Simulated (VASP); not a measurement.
Method: PBEsol GGA, VASP's PBE PAW potentials (set 64) (plane waves; VASP 6.6.1).

A VASP calculation is set up with these files.

File POSCAR:
```
Sb
1
    3.3102916345    -0.0000000141     0.0000000000
   -1.6551453419     2.8667969149    -0.0000000000
   -0.0000000000    -0.0000000000     5.4831860778
Sb
2
Direct
  0.3333330000   0.6666670000   0.2500000000
  0.6666670000   0.3333330000   0.7500000000
```

File KPOINTS:
```
Automatic mesh
0
Gamma
11 11 6
0 0 0
```

### INCAR
```
# general
SYSTEM   =  Sb
PREC     =  Accurate
ENCUT    =  400
LREAL    =  .FALSE.
LASPH    =  .TRUE.

# electronic loop
EDIFF    =  1E-6
NELM     =  100
ALGO     =  Normal
LMAXMIX  =  4

# smearing
ISMEAR   =  1
SIGMA    =  0.1

# functional
GGA      =  PS

# ions
IBRION   =  2
NSW      =  60
ISIF     =  3
EDIFFG   =  -0.01

# output
LWAVE    =  .FALSE.
LCHARG   =  .FALSE.
```

POTCAR, in this order: Sb (PBE.64 set). Program: vasp_std.

Unless said otherwise, spin-orbit coupling is left out, though it shifts the bands of the heavy elements here.

### Question
What does the run give for the energy per atom (σ→0), band gap (on the k-mesh)?

### Answer

```
Quantity                                                    Result
------------------------  ----------------------------------------
energy per atom (σ→0)                               -4350 meV/atom
band gap (on the k-mesh)  none (metal, semimetal or under 0.01 eV)
```

File OSZICAR:
```
...
DAV:   3    -0.870582475801E+01   -0.12423E+01   -0.12329E+01  1433   0.257E+01
DAV:   4    -0.871475804901E+01   -0.89333E-02   -0.89284E-02  1352   0.247E+00
DAV:   5    -0.871482986489E+01   -0.71816E-04   -0.71816E-04  1270   0.237E-01    0.250E+00
DAV:   6    -0.870590744571E+01    0.89224E-02   -0.39963E-03  1296   0.380E-01    0.142E+00
DAV:   7    -0.870100008557E+01    0.49074E-02   -0.76824E-03  1201   0.523E-01    0.379E-02
DAV:   8    -0.870098751640E+01    0.12569E-04   -0.71170E-05  1280   0.794E-02    0.128E-02
DAV:   9    -0.870098775406E+01   -0.23767E-06   -0.14525E-06   994   0.120E-02
   1 F= -.87009878E+01 E0= -.87008122E+01  d E =-.870099E+01
```

The structure was generated: Sb was put into the hcp type (P6_3/mmc), which need not be its known phase. It was relaxed first, which changed the volume by -5 %. The start is the result of an earlier pass.
